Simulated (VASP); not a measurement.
All values below come from AM05 GGA, VASP's PBE PAW potentials (set 64) (plane waves; VASP 6.6.1).

VASP ran on this input.

POSCAR:
```
FeAl
1
    2.8405691761     0.0000000000     0.0000000000
    0.0000000000     2.8405691761     0.0000000000
    0.0000000000     0.0000000000     2.8405691761
Al Fe
1 1
Direct
  0.5000000000   0.5000000000   0.5000000000
  0.0000000000   0.0000000000   0.0000000000
```

### KPOINTS
```
Automatic mesh
0
Gamma
14 14 14
0 0 0
```

**INCAR**
```
SYSTEM = FeAl
PREC = Accurate
ENCUT = 520
EDIFF = 1E-7
NELM = 100
ALGO = Normal
LREAL = .FALSE.
LASPH = .TRUE.
ISMEAR = -5
GGA = AM
LMAXMIX = 4
LWAVE = .FALSE.
LCHARG = .TRUE.
LORBIT = 11
NEDOS = 601
ISIF = 2
```

POTCAR, in this order: Al Fe (PBE.64 set). Program: vasp_std.

Output of the run:

OSZICAR:
```
       N       E                     dE             d eps       ncg     rms          rms(c)
DAV:   1     0.325501195603E+02    0.32550E+02   -0.51996E+03  2176   0.126E+03
DAV:   2    -0.142778223978E+02   -0.46828E+02   -0.45194E+02  2177   0.183E+02
DAV:   3    -0.155225187330E+02   -0.12447E+01   -0.12240E+01  2607   0.410E+01
DAV:   4    -0.155466570994E+02   -0.24138E-01   -0.24116E-01  2736   0.498E+00
DAV:   5    -0.155470917311E+02   -0.43463E-03   -0.43467E-03  2672   0.608E-01    0.147E+01
DAV:   6    -0.174321033448E+02   -0.18850E+01   -0.77552E+01  2467   0.140E+02    0.180E+01
DAV:   7    -0.134549689805E+02    0.39771E+01   -0.37810E+01  2430   0.862E+01    0.265E+00
DAV:   8    -0.134141826798E+02    0.40786E-01   -0.25590E-01  2413   0.627E+00    0.153E+00
DAV:   9    -0.133958158943E+02    0.18367E-01   -0.53057E-02  2639   0.333E+00    0.384E-01
DAV:  10    -0.133952745244E+02    0.54137E-03   -0.11051E-03  2726   0.481E-01    0.184E-01
DAV:  11    -0.133952385120E+02    0.36012E-04   -0.32196E-05  2311   0.527E-02    0.910E-03
DAV:  12    -0.133952376714E+02    0.84066E-06   -0.49252E-06  2948   0.308E-02    0.564E-03
DAV:  13    -0.133952377641E+02   -0.92731E-07   -0.42861E-07  1479   0.747E-03
   1 F= -.13395238E+02 E0= -.13395238E+02  d E =0.000000E+00
```

### OUTCAR
```
------------------------ aborting loop because EDIFF is reached ----------------------------------------
  FORCE on cell =-STRESS in cart. coord.  units (eV):
  Direction    XX          YY          ZZ          XY          YZ          ZX
  --------------------------------------------------------------------------------------
  Total       -0.0190607     -0.0190607     -0.0190607      0.0000000      0.0000000     -0.0000000
  in kB       -1.3323985     -1.3323985     -1.3323985      0.0000000      0.0000000     -0.0000000
  external PRESSURE =      -1.3323985 kB  Pullay stress =       0.0000000 kB
  volume of cell :       22.92
      direct lattice vectors                 reciprocal lattice vectors
     2.840569176  0.000000000  0.000000000     0.352042122  0.000000000  0.000000000
     0.000000000  2.840569176  0.000000000     0.000000000  0.352042122  0.000000000
     0.000000000  0.000000000  2.840569176     0.000000000  0.000000000  0.352042122
 POSITION                                       TOTAL-FORCE (eV/Angst)
 -----------------------------------------------------------------------------------
      1.42028      1.42028      1.42028         0.000000      0.000000      0.000000
      0.00000      0.00000      0.00000         0.000000      0.000000      0.000000
 -----------------------------------------------------------------------------------
    total drift:                                0.000000      0.000000      0.000000
  FREE ENERGIE OF THE ION-ELECTRON SYSTEM (eV)
  ---------------------------------------------------
  free  energy   TOTEN  =       -13.3952377641 eV

  energy  without entropy=      -13.3952377641  energy(sigma->0) =      -13.39523776

 total charge

# of ion       s       p       d       tot
------------------------------------------
    1        0.403   0.452   0.000   0.855
    2        0.445   0.525   6.527   7.497
--------------------------------------------------
tot          0.848   0.977   6.527   8.352
```
(Selected blocks of OUTCAR.)

**OUTCAR**
```
 val. band max:        8.1788130489   @ k =   0.0714   0.0714   0.0714

 cond. band min:       8.0057881706   @ k =   0.3571   0.3571   0.3571


 Fermi energy:         8.1412941924

 k-point     1 :       0.0000    0.0000    0.0000
  band No.  band energies     occupation
      1      -2.3225      2.00000
      2       5.7898      2.00000
      3       5.7898      2.00000
      4       8.3383      0.00000
      5       8.3383      0.00000
      6       8.3383      0.00000
      7      14.8709      0.00000
      8      14.8709      0.00000
      9      14.8709      0.00000

 k-point     2 :       0.0714    0.0000    0.0000
  band No.  band energies     occupation
      1      -2.2242      2.00000
      2       5.7800      2.00000
      3       5.8208      2.00000
      4       8.2739     -0.05533
      5       8.2739     -0.09392
      6       8.3449      0.00000
      7      14.0172      0.00000
      8      15.0162      0.00000
      9      15.0162      0.00000

 k-point     3 :       0.1429    0.0000    0.0000
  band No.  band energies     occupation
      1      -1.9315      2.00000
      2       5.7201      2.00000
      3       5.9094      2.00000
      4       8.1031      1.75164
      5       8.1031      1.59976
      6       8.3635      0.00000
      7      12.5638      0.00000
      8      15.4311      0.00000
      9      15.4311      0.00000

 k-point     4 :       0.2143    0.0000    0.0000
  band No.  band energies     occupation
      1      -1.4503      2.00000
      2       5.5155      2.00000
      3       6.0418      2.00000
      4       7.8768      2.00000
      5       7.8768      2.00000
      6       8.3906      0.00000
      7      11.2321      0.00000
      8      16.0677      0.00000
      9      16.0677      0.00000

 k-point     5 :       0.2857    0.0000    0.0000
  band No.  band energies     occupation
      1      -0.7910      2.00000
      2       5.0305      2.00000
      3       6.1954      2.00000
...
```

For a metal the tetrahedron method with Blöchl corrections gives inexact stress and forces.

The compound is FeAl in the CsCl type structure. It was relaxed first, which changed the volume by -7 %. The run is not spin-polarised, so no magnetic state was tried. The electron count is odd and the run is not spin-polarised, which forces a metal.
